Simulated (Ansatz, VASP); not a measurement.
# Be2GaSe4: VASP beside Ansatz, part 2 of 2

Wanted: the spread between two codes on one cell, functional and k mesh. The cell is invented: As first built, before any earlier steps moved the atoms (in the runner's words): it takes the Zn2GaSe4 structure with some of its atoms replaced by other elements, volume scaled by an estimate. It may not be a known or stable phase. The cell is taken from a series of VASP runs on this material, whose earlier steps may have relaxed, scaled or displaced it; both programs get it as it stands.

VASP 6.6.1 and Ansatz 0.2.0.

So far. Step 2 (VASP: single point, PBE): The run ends at a pressure of 0.03 GPa, with forces up to 0.0063 eV/Å. Step 3 (Ansatz: single point, PBE): The run ends at a pressure of -0.04 GPa, with forces up to 0.021 eV/Å.

**5. VASP: single point, PBEsol, spin-orbit coupling**

Level of this step: PBEsol, spin-orbit coupling; plane waves and PAW (Se, Ga_d, Be); invented cell (VASP).

With cell and atoms fixed, the geometry can't cause a difference; cores, projectors, grids and the points listed under the comparison can.

INCAR reads:

```
SYSTEM = Be2GaSe4
PREC = Accurate
ENCUT = 400
EDIFF = 1E-06
NELM = 100
ISMEAR = 0
SIGMA = 0.05
LREAL = .FALSE.
ALGO = Normal
GGA = PS
LNONCOLLINEAR = .TRUE.
MAGMOM = 0 0 0 0 0 0 0 0 0 0 0 0 0 0 0 0 0 0 0 0 0
NBANDS = 54
GGA_COMPAT = .FALSE.
LASPH = .TRUE.
LSORBIT = .TRUE.
LORBIT = 11
LWAVE = .FALSE.
LCHARG = .FALSE.
KPAR = 2
ISIF = 2
```

POSCAR reads:

```
Be2GaSe4
1.0
   -2.5665471488      2.5665471488      5.5308933266
    2.5665471488     -2.5665471488      5.5308933266
    2.5665471488      2.5665471488     -5.5308933266
Se Ga Be
4 1 2
Direct
    0.8615858839      0.4028629617      0.0000000000
    0.4028629617      0.8615858839      0.0000000000
    0.5971370383      0.5971370383      0.4587229221
    0.1384141161      0.1384141161      0.5412770779
    0.0000000000      0.0000000000      0.0000000000
    0.2500000000      0.7500000000      0.5000000000
    0.7500000000      0.2500000000      0.5000000000
```

KPOINTS reads:

```
Automatic mesh
0
Gamma
5 5 5
0 0 0
```

The projector-augmented-wave data sets are Se, Ga_d and Be (PBE family, release 64).

On the command line:

```sh
> mpirun -np 2 vasp_ncl
```

Numbers of over 12 decimals in the logs are rounded to 6 here.

Log:

```text
[banner, memory and clock lines left out]
running    2 mpi-ranks, on    1 nodes
[...]
|                                                                             |
|               ----> ADVICE to this user running VASP <----                  |
|                                                                             |
|     You enforced a specific xc type in the INCAR file but a different       |
|     [... a line on the potential file left out ...]
|     I HOPE YOU KNOW WHAT YOU ARE DOING!                                     |
|                                                                             |

 LDA part: xc-table for (Slater+PW92), standard interpolation
 POSCAR, INCAR and KPOINTS ok, starting setup
[...]
entering main loop
       N       E                     dE             d eps       ncg     rms          rms(c)
DAV:   1     0.296100329362E+03    0.29610E+03   -0.14460E+04  2680   0.133E+03
DAV:   2     0.171151347921E+02   -0.27899E+03   -0.26273E+03  3080   0.335E+02
DAV:   3    -0.282368249383E+02   -0.45352E+02   -0.43783E+02  3020   0.129E+02
DAV:   4    -0.310850124270E+02   -0.28482E+01   -0.27960E+01  3330   0.343E+01
[...]
DAV:  12    -0.306357901614E+02   -0.15061E-04   -0.41076E-05  3020   0.452E-02    0.108E-02
DAV:  13    -0.306357925085E+02   -0.23471E-05   -0.48158E-06  3158   0.204E-02    0.547E-03
DAV:  14    -0.306357927879E+02   -0.27941E-06   -0.54735E-07  1928   0.696E-03
   1 F= -.30635793E+02 E0= -.30633830E+02  d E =-.392534E-02  mag=     0.0000    -0.0000     0.0000
```

Parts of OUTCAR (step 5):

```text
  Total       -2.1522866     -2.1522866     -2.4126937      0.0000000      0.0000000      0.0000000
  in kB      -23.6622977    -23.6622977    -26.5252211      0.0000000      0.0000000      0.0000000
  external PRESSURE =     -24.6166055 kB  Pullay stress =       0.0000000 kB

 POSITION                                       TOTAL-FORCE (eV/Angst)
 -----------------------------------------------------------------------------------
     -1.17733      1.17733      6.99353        -0.042333      0.042333     -0.055643
      1.17733     -1.17733      6.99353         0.042333     -0.042333     -0.055643
      1.17733      1.17733      4.06825         0.042333      0.042333      0.055643
      1.38921      1.38921     -1.46264        -0.042333     -0.042333      0.055643
      0.00000      0.00000      0.00000        -0.000000      0.000000      0.000000
      2.56655      0.00000      2.76545        -0.000000      0.000000      0.000000
      0.00000      2.56655      2.76545        -0.000000      0.000000     -0.000000
 -----------------------------------------------------------------------------------
    total drift:                                0.000001      0.000001      0.000002

  FREE ENERGIE OF THE ION-ELECTRON SYSTEM (eV)
  ---------------------------------------------------
  free  energy   TOTEN  =       -30.6357927879 eV

  energy  without entropy=      -30.6318674440  energy(sigma->0) =      -30.63383012

 magnetization (x)
# of ion       s       p       d       tot
------------------------------------------
    1        0.000   0.000   0.000   0.000
    2       -0.000  -0.000  -0.000  -0.000
    3       -0.000  -0.000  -0.000  -0.000
    4        0.000   0.000   0.000   0.000
    5        0.000   0.000   0.000   0.000
    6        0.000  -0.000   0.000  -0.000
    7       -0.000  -0.000   0.000  -0.000
--------------------------------------------------
tot         -0.000   0.000  -0.000   0.000

 magnetization (y)
# of ion       s       p       d       tot
------------------------------------------
    1        0.000   0.000   0.000   0.000
    2       -0.000  -0.000  -0.000  -0.000
    3        0.000   0.000   0.000   0.000
    4       -0.000  -0.000  -0.000  -0.000
    5        0.000   0.000   0.000   0.000
    6       -0.000   0.000   0.000   0.000
    7       -0.000   0.000   0.000   0.000
--------------------------------------------------
tot          0.000   0.000   0.000   0.000

 magnetization (z)
# of ion       s       p       d       tot
------------------------------------------
    1       -0.000   0.000   0.000   0.000
    2        0.000  -0.000   0.000  -0.000
    3        0.000  -0.000   0.000  -0.000
    4        0.000   0.000  -0.000  -0.000
    5        0.000   0.000  -0.000  -0.000
    6        0.000   0.000   0.000   0.000
    7       -0.000  -0.000   0.000  -0.000
--------------------------------------------------
tot          0.000  -0.000  -0.000  -0.000

[... 1 part as in an earlier step ...]

[... 2 further parts left out ...]
[key lines of the parts left out:]
E-fermi :   2.5618
```

At this level the cell is under a tension of 2.5 GPa, so at these settings it is away from equilibrium.

**6. Ansatz: single point, PBEsol, spin-orbit coupling**

The same cell, functional, mesh and smearing now go to Ansatz, which takes its cutoff from its data sets.

input.yaml reads:

```yaml
crystal:
  lattice:
    - [-2.5665471488, 2.5665471488, 5.5308933266]
    - [2.5665471488, -2.5665471488, 5.5308933266]
    - [2.5665471488, 2.5665471488, -5.5308933266]
  atoms:
    - { symbol: Se, position: [0.8615858839, 0.4028629617, 0.0] }
    - { symbol: Se, position: [0.4028629617, 0.8615858839, 0.0] }
    - { symbol: Se, position: [0.5971370383, 0.5971370383, 0.4587229221] }
    - { symbol: Se, position: [0.1384141161, 0.1384141161, 0.5412770779] }
    - { symbol: Ga, position: [0.0, 0.0, 0.0] }
    - { symbol: Be, position: [0.25, 0.75, 0.5] }
    - { symbol: Be, position: [0.75, 0.25, 0.5] }
hamiltonian:
  xc: pbesol
  pseudopotentials: { kind: paw_fr }
magnetization:
  noncollinear: true
  spin_orbit: true
kpoints:
  mp_grid: { grid: [5, 5, 5] }
scf:
  occupations: { method: gaussian, width: 0.05 }
  n_extra_bands: 10
output:
  forces: true
  stress: true
  eigenvalues: true
```

On the command line:

```sh
> ansatz run input.yaml --threads 4 --pin off --max-ram 9216MiB --backend cpu --events-out ev --progress --plain --runs-dir out
```

Log:

```text
[...]
non-collinear run that drives no moment, with spin-orbit: no starting moment large enough to seed its density (crystal.atoms[].spin), no starting occupations that ask for one, no magnetisation constraint and no magnetic field, so the semilocal B_xc is pinned to zero
Crystal: 7 atoms, lattice volume = 145.732 Å³
[...]
k-point 0: bands = [... 77 lower, 6.3994, 6.8342, 6.8342, 6.9863, 6.9863, 8.8020, 8.8020, 9.4450, ... 6 higher]
  k-point 1: bands = [... 77 lower, 5.1367, 5.9387, 5.9588, 6.8352, 6.8422, 9.4584, 9.4600, 10.3781, ... 6 higher]
  k-point 2: bands = [... 77 lower, 5.5602, 5.9875, 6.0789, 6.6412, 6.6513, 9.0776, 9.1024, 10.7064, ... 6 higher]
  k-point 17: bands = [... 77 lower, 5.0026, 5.8002, 5.9105, 5.9783, 6.0018, 8.9322, 8.9771, 9.4319, ... 6 higher]
[key lines of the parts left out:]
SCF converged after 10 iterations
Magnetization: |M| = 0.0000 μB,  M = (+0.0000, +0.0000, +0.0000) μB
Free energy (F): -25625.244594 eV
Fermi energy:    6.357838 eV
P = ⅓ Tr σ = -2.5355 GPa (-25.355 kbar)
```

Wall time 33 s (4 threads of Intel Xeon Platinum 8259CL at 2.50GHz (Skylake/Cascade Lake), shared host); peak memory 1.6 GiB; 1.8 min of CPU time.

The run ends at a pressure of -2.54 GPa, with forces up to 0.080 eV/Å.

**7. Side by side**

What differs besides the data sets and the points named for the pairs above, as far as they apply: spin-orbit coupling enters by fully relativistic files in Ansatz and inside the spheres in VASP; the data sets hold 81 valence electrons in Ansatz (fully relativistic PAW (standard-fr) files) and 41 in VASP; Ansatz makes its cores anew for this functional, VASP keeps those of its PBE data sets. Total energies have different zeros and are not compared.

Compared:

```csv
quantity,Ansatz,VASP,difference
pressure (GPa),-2.54,-2.46,-0.07
```

Forces (eV/Å; atoms numbered as in POSCAR):

```csv
atom,"Ansatz x, y, z","VASP x, y, z"
Se1,"-0.049, 0.049, -0.039","-0.042, 0.042, -0.056"
Se2,"0.049, -0.049, -0.039","0.042, -0.042, -0.056"
Se3,"0.049, 0.049, 0.039","0.042, 0.042, 0.056"
Se4,"-0.049, -0.049, 0.039","-0.042, -0.042, 0.056"
Ga5,"0.000, 0.000, 0.000","0.000, 0.000, 0.000"
Be6,"0.000, 0.000, 0.000","0.000, 0.000, 0.000"
Be7,"0.000, 0.000, 0.000","0.000, 0.000, 0.000"
```

The forces differ by 8.3 meV/Å r.m.s., which is 23.2 % of the r.m.s. force of 0.04 eV/Å (both taken over all components). Ansatz's pressure holds a Pulay correction of 0.02 GPa; VASP's holds none.

**8. What came out**

| Property | Result |
| --- | --- |
| difference in pressure (single point, PBE) | -0.073 GPa |
| r.m.s. force difference (single point, PBE) | 6.6 meV/Å |
| r.m.s. force difference (single point, PBEsol, spin-orbit coupling) | 8.3 meV/Å |

What this shows: The r.m.s. force difference is 8.3 meV/Å (single point, PBEsol, spin-orbit coupling), within the 12 meV/Å picked in this series as the mark of a large difference. Such differences can come from data sets, numerical settings and the points named under the comparisons, not from the functional's error against experiment.

[Lines on the potential files, build, host, timing and source positions are cut from VASP's logs without a mark.]

[Logs are printed without paths, hosts, clocks, repeated set-up lines and the standing remarks that a program may print on its own settings, such as how far it seeks lower states.]

[Hosts, paths, dates, database ids (printed as entryN), source tags and the programs' standing remarks are cut or masked in the printed files.]
